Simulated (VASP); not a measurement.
A cell of In (bct) near equilibrium:

```
CELL_PARAMETERS angstrom
     -1.60528     1.60528     2.47393
      1.60528    -1.60528     2.47393
      1.60528     1.60528    -2.47393
ATOMIC_POSITIONS crystal
  In 0.00000 0.00000 0.00000
```

The numbers are results of PBEsol GGA, VASP's PBE PAW potentials (set 64) (plane waves; VASP), not measurements.

```tsv
run	ΔE (meV/atom)	σxx	σyy	σzz	largest shear component, with its sign (GPa)	largest force (eV/Å)
as it is	0.0	0.01	0.01	0.05	0.00	0.000
after one change	7.6	3.16	0.99	0.75	0.00	0.000
```
Stress is in GPa, positive when the cell is compressed.

Question: Name the change that produced these shifts.
A) uniaxial strain of +3.0 % along y
B) uniaxial strain of -3.0 % along x
C) isotropic strain of -3.0 %
D) isotropic strain of -2.0 %

Answer: B, uniaxial strain of -3.0 % along x

The compound is In in the bct structure.
